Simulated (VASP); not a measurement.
# AlV2C with PBE + U: from relaxation to properties

What structure does AlV2C take at this level, and what are its properties? The steps: full relaxation (PBE + U), second relaxation, single point with fields (PBE + U), band structure (PBE + U), density of states (PBE + U), zone-centre phonons (PBE + U), volume scan with PBE + U and fit for PBE + U. A warning ahead: between some runs the electronic state changes, as is said there, so values from before and after such a change belong to different solutions. The start is a computed cell from the Materials Project.

Main program and level: VASP 6.6.1; PBE, DFT+U (V d 4 eV), spin-polarised from a ferromagnetic start; plane waves and PAW (Al, V_sv, C).

**1. The starting structure**

Before any relaxation, the start is as follows. Symmetry: P6_3/mmc, No. 194, hexagonal system. The conventional cell has a = 2.888 Å, b = 2.888 Å, c = 13.105 Å, α = 90.00°, β = 90.00°, γ = 120.00°. Al has 6 V at 2.72 Å and 6 Al at 2.89 Å nearest. Nearest to V lie 3 C at 2.02 Å and 3 Al at 2.72 Å. Nearest to C lie 6 V at 2.02 Å. Farther neighbours are not listed.

**2. Full relaxation (PBE + U)**

The start need not lie at this functional's minimum. ISIF = 3 frees volume, shape and positions, and EDIFFG sets the threshold on forces and stress at which the search stops. PBE, the usual starting point, adds the gradient of the density. A Hubbard U penalises fractional filling of the localised shell, which semilocal functionals favour.

File INCAR:

```
SYSTEM = AlV2C
PREC = Accurate
ENCUT = 520
EDIFF = 1E-06
NELM = 100
ISMEAR = 0
SIGMA = 0.05
LREAL = .FALSE.
ALGO = Normal
GGA = PE
NBANDS = 50
ISPIN = 2
MAGMOM = 0 0 2 2 2 2 0 0
LDAU = .TRUE.
LDAUTYPE = 2
LDAUL = -1 2 -1
LDAUU = 0 4 0
LDAUJ = 0 0 0
LDAUPRINT = 1
LASPH = .TRUE.
LMAXMIX = 4
LORBIT = 11
LWAVE = .FALSE.
LCHARG = .FALSE.
KPAR = 4
IBRION = 2
NSW = 60
ISIF = 3
EDIFFG = -0.01
```

File POSCAR:

```
AlV2C
1.0
    2.8875990726      0.0000000000      0.0000000000
   -1.4437995363      2.5007341528      0.0000000000
    0.0000000000      0.0000000000     13.1048231100
Al V C
2 4 2
Direct
    0.3333333300      0.6666666700      0.2500000000
    0.6666666700      0.3333333300      0.7500000000
    0.3333333300      0.6666666700      0.5863842200
    0.6666666700      0.3333333300      0.4136157800
    0.6666666700      0.3333333300      0.0863842200
    0.3333333300      0.6666666700      0.9136157800
    0.0000000000      0.0000000000      0.0000000000
    0.0000000000      0.0000000000      0.5000000000
```

File KPOINTS:

```
Automatic mesh
0
Gamma
8 8 2
0 0 0
```

The projector-augmented-wave data sets are Al, V_sv and C (PBE family, release 64).

Run with:

```console
> mpirun -np 4 vasp_std
```

Output:

```text
[banner, memory and clock lines left out]
running    4 mpi-ranks, on    1 nodes
 distrk:  each k-point on    1 cores,    4 groups
 distr:  one band on    1 cores,    1 groups

 POSCAR found type information on POSCAR AlV C
 POSCAR found :  3 types and       8 ions
 LDA part: xc-table for (Slater+PW92), standard interpolation
 POSCAR, INCAR and KPOINTS ok, starting setup
 FFT: planning ... GRIDC
 FFT: planning ... GRID_SOFT
 FFT: planning ... GRID
 WAVECAR not read
 entering main loop
       N       E                     dE             d eps       ncg     rms          rms(c)
DAV:   1     0.908868011383E+03    0.90887E+03   -0.36481E+04  4024   0.141E+03
DAV:   2    -0.611552972744E+01   -0.91498E+03   -0.87889E+03  4064   0.480E+02
DAV:   3    -0.641317606585E+02   -0.58016E+02   -0.56181E+02  4806   0.126E+02
DAV:   4    -0.658851499264E+02   -0.17534E+01   -0.17421E+01  4744   0.200E+01
DAV:   5    -0.659107748382E+02   -0.25625E-01   -0.25607E-01  4676   0.276E+00    0.578E+01
DAV:   6    -0.493288121532E+02    0.16582E+02   -0.11372E+02  4972   0.676E+01    0.174E+01
DAV:   7    -0.487629917742E+02    0.56582E+00   -0.25944E+01  4470   0.340E+01    0.145E+01
DAV:   8    -0.488004923862E+02   -0.37501E-01   -0.18062E+00  4572   0.697E+00    0.660E+00
DAV:   9    -0.489944021860E+02   -0.19391E+00   -0.80255E-01  4552   0.510E+00    0.222E+00
DAV:  10    -0.490428989405E+02   -0.48497E-01   -0.18574E-01  4478   0.294E+00    0.109E+00
DAV:  11    -0.490868883285E+02   -0.43989E-01   -0.76381E-02  4624   0.995E-01    0.566E-01
DAV:  12    -0.490973412111E+02   -0.10453E-01   -0.25892E-02  4678   0.552E-01    0.377E-01
DAV:  13    -0.491076892018E+02   -0.10348E-01   -0.33688E-02  4734   0.562E-01    0.337E-01
DAV:  14    -0.491135879379E+02   -0.58987E-02   -0.13793E-02  4538   0.363E-01    0.318E-01
DAV:  15    -0.491181559483E+02   -0.45680E-02   -0.13266E-02  4758   0.420E-01    0.177E-01
DAV:  16    -0.491201492500E+02   -0.19933E-02   -0.77195E-03  4524   0.314E-01    0.118E-01
DAV:  17    -0.491203130170E+02   -0.16377E-03   -0.31693E-04  4170   0.106E-01    0.716E-02
DAV:  18    -0.491204493745E+02   -0.13636E-03   -0.43353E-04  5006   0.715E-02    0.586E-02
DAV:  19    -0.491205046257E+02   -0.55251E-04   -0.13150E-04  4472   0.553E-02    0.307E-02
DAV:  20    -0.491205497888E+02   -0.45163E-04   -0.13871E-04  4610   0.406E-02    0.241E-02
DAV:  21    -0.491205972089E+02   -0.47420E-04   -0.18799E-04  4736   0.422E-02    0.146E-02
DAV:  22    -0.491206312141E+02   -0.34005E-04   -0.27955E-04  4764   0.459E-02    0.180E-02
DAV:  23    -0.491206476100E+02   -0.16396E-04   -0.19954E-04  4518   0.392E-02    0.749E-03
DAV:  24    -0.491206490303E+02   -0.14202E-05   -0.35670E-05  3876   0.172E-02    0.365E-03
DAV:  25    -0.491206495341E+02   -0.50385E-06   -0.99756E-07  2506   0.593E-03
   1 F= -.49120650E+02 E0= -.49118941E+02  d E =-.491206E+02  mag=     1.7411
 curvature:   0.00 expect dE= 0.000E+00 dE for cont linesearch  0.000E+00
 trial: gam= 0.00000 g(F)=  0.690E-01 g(S)=  0.700E+00 ort = 0.000E+00 (trialstep = 0.100E+01)
 search vector abs. value=  0.769E+00
 bond charge predicted
       N       E                     dE             d eps       ncg     rms          rms(c)
DAV:   1    -0.637710257157E+02   -0.14650E+02   -0.25674E+02  4136   0.144E+02    0.387E+01
DAV:   2    -0.587457403668E+02    0.50253E+01   -0.15003E+02  4600   0.874E+01    0.230E+01
DAV:   3    -0.492049306218E+02    0.95408E+01   -0.27186E+01  4486   0.318E+01    0.533E+00
DAV:   4    -0.491823375025E+02    0.22593E-01   -0.29091E+00  4620   0.720E+00    0.472E+00
DAV:   5    -0.491219240972E+02    0.60413E-01   -0.44112E-01  4428   0.451E+00    0.135E+00
DAV:   6    -0.491259926243E+02   -0.40685E-02   -0.27649E-02  5062   0.913E-01    0.650E-01
DAV:   7    -0.491317104590E+02   -0.57178E-02   -0.17171E-02  4904   0.647E-01    0.380E-01
DAV:   8    -0.491340740762E+02   -0.23636E-02   -0.24898E-03  4744   0.356E-01    0.227E-01
DAV:   9    -0.491361445606E+02   -0.20705E-02   -0.26589E-03  4514   0.251E-01    0.123E-01
DAV:  10    -0.491365906318E+02   -0.44607E-03   -0.70333E-04  4634   0.139E-01    0.713E-02
DAV:  11    -0.491367361171E+02   -0.14549E-03   -0.24317E-04  4862   0.632E-02    0.388E-02
DAV:  12    -0.491367982121E+02   -0.62095E-04   -0.66829E-05  4664   0.374E-02    0.194E-02
DAV:  13    -0.491368260309E+02   -0.27819E-04   -0.42567E-05  3848   0.235E-02    0.137E-02
DAV:  14    -0.491368370375E+02   -0.11007E-04   -0.19402E-05  3600   0.158E-02    0.730E-03
DAV:  15    -0.491368409000E+02   -0.38625E-05   -0.74860E-06  3356   0.100E-02    0.376E-03
DAV:  16    -0.491368417757E+02   -0.87567E-06   -0.18062E-06  2474   0.572E-03
   2 F= -.49136842E+02 E0= -.49135178E+02  d E =-.161922E-01  mag=     2.7550
[... from here on, the cycles between the ionic steps are left out ...]
   3 F= -.49329529E+02 E0= -.49327303E+02  d E =-.208879E+00  mag=     2.5774
   4 F= -.49329878E+02 E0= -.49327675E+02  d E =-.209229E+00  mag=     2.5715
   5 F= -.49356961E+02 E0= -.49354539E+02  d E =-.270827E-01  mag=     2.5766
   6 F= -.49358736E+02 E0= -.49355934E+02  d E =-.288576E-01  mag=     2.6598
   7 F= -.49358261E+02 E0= -.49355674E+02  d E =-.283832E-01  mag=     2.6125
   8 F= -.49358332E+02 E0= -.49355595E+02  d E =-.284537E-01  mag=     2.6294
   9 F= -.49358151E+02 E0= -.49355739E+02  d E =-.282728E-01  mag=     2.5826
  10 F= -.49358685E+02 E0= -.49356785E+02  d E =-.534343E-03  mag=     2.5582
  11 F= -.49359107E+02 E0= -.49357241E+02  d E =-.956284E-03  mag=     2.5518
 curvature:  -0.28 expect dE=-0.135E-03 dE for cont linesearch -0.143E-07
 trial: gam= 0.14681 g(F)=  0.436E-03 g(S)=  0.555E-04 ort =-0.132E-04 (trialstep = 0.868E+00)
 search vector abs. value=  0.560E-03
 bond charge predicted
       N       E                     dE             d eps       ncg     rms          rms(c)
DAV:   1    -0.493591207516E+02   -0.13658E-04   -0.92773E-02  5086   0.431E+00    0.228E-01
DAV:   2    -0.493595435362E+02   -0.42278E-03   -0.14550E-02  4266   0.837E-01    0.151E-01
DAV:   3    -0.493594186868E+02    0.12485E-03   -0.57412E-04  4366   0.185E-01    0.596E-02
DAV:   4    -0.493593805886E+02    0.38098E-04   -0.94694E-05  4508   0.691E-02    0.267E-02
DAV:   5    -0.493593813849E+02   -0.79631E-06   -0.16177E-05  4784   0.268E-02    0.194E-02
DAV:   6    -0.493593834796E+02   -0.20948E-05   -0.37298E-06  3548   0.132E-02    0.122E-02
DAV:   7    -0.493593866894E+02   -0.32098E-05   -0.35330E-06  3540   0.115E-02    0.914E-03
DAV:   8    -0.493593885718E+02   -0.18823E-05   -0.12560E-06  2340   0.605E-03    0.901E-03
DAV:   9    -0.493593933237E+02   -0.47520E-05   -0.71290E-06  3974   0.142E-02    0.871E-03
DAV:  10    -0.493593983644E+02   -0.50407E-05   -0.79645E-06  3904   0.141E-02    0.903E-03
DAV:  11    -0.493593794626E+02    0.18902E-04   -0.87628E-05  4604   0.520E-02    0.110E-02
DAV:  12    -0.493593818251E+02   -0.23625E-05   -0.59200E-06  3440   0.158E-02    0.927E-03
DAV:  13    -0.493593466479E+02    0.35177E-04   -0.10846E-04  4794   0.560E-02    0.224E-02
DAV:  14    -0.493593951938E+02   -0.48546E-04   -0.33308E-04  4762   0.104E-01    0.164E-02
DAV:  15    -0.493594082017E+02   -0.13008E-04   -0.73067E-05  4414   0.359E-02    0.334E-02
DAV:  16    -0.493594117638E+02   -0.35620E-05   -0.49368E-06  3932   0.909E-03    0.431E-02
DAV:  17    -0.493594041476E+02    0.76161E-05   -0.16323E-05  3918   0.198E-02    0.206E-02
DAV:  18    -0.493594030928E+02    0.10548E-05   -0.83869E-06  3588   0.117E-02    0.112E-02
DAV:  19    -0.493594127907E+02   -0.96979E-05   -0.14450E-05  4060   0.211E-02    0.137E-02
DAV:  20    -0.493594318266E+02   -0.19036E-04   -0.32391E-05  4332   0.284E-02    0.185E-02
DAV:  21    -0.493594226181E+02    0.92085E-05   -0.72090E-06  3930   0.175E-02    0.173E-02
DAV:  22    -0.493594231488E+02   -0.53065E-06   -0.28626E-07  2000   0.352E-03
  12 F= -.49359423E+02 E0= -.49357096E+02  d E =-.316070E-03  mag=     2.5817
 trial-energy change:   -0.000316  1 .order   -0.000244   -0.000425   -0.000063
 step:   0.9344(harm=  1.0195)  dis= 0.00210  next Energy=   -49.359426 (dE=-0.319E-03)
 reached required accuracy - stopping structural energy minimisation
```

Wall time 8.5 min (4 MPI ranks of Intel Xeon 6975P-C (Granite Rapids), shared host); peak memory 1.5 GiB; 34 min of CPU time.

The logs omit lines about the potential files and the build; timing stands in the text.

[end of part 1 of 10]

[Lines on the potential files, build, host, timing and source positions are cut from VASP's logs without a mark.]

[Logs are printed without paths, hosts, clocks, repeated set-up lines and the standing remarks that a program may print on its own settings, such as how far it seeks lower states.]

[Hosts, paths, dates, database ids (printed as entryN), source tags and the programs' standing remarks are cut or masked in the printed files.]

[A measured line is paired with the nearest computed mode of its activity, which favours agreement.]

[In band tables of VASP the shares of atoms and orbitals are scaled to a sum of 1 inside the atoms' spheres.]
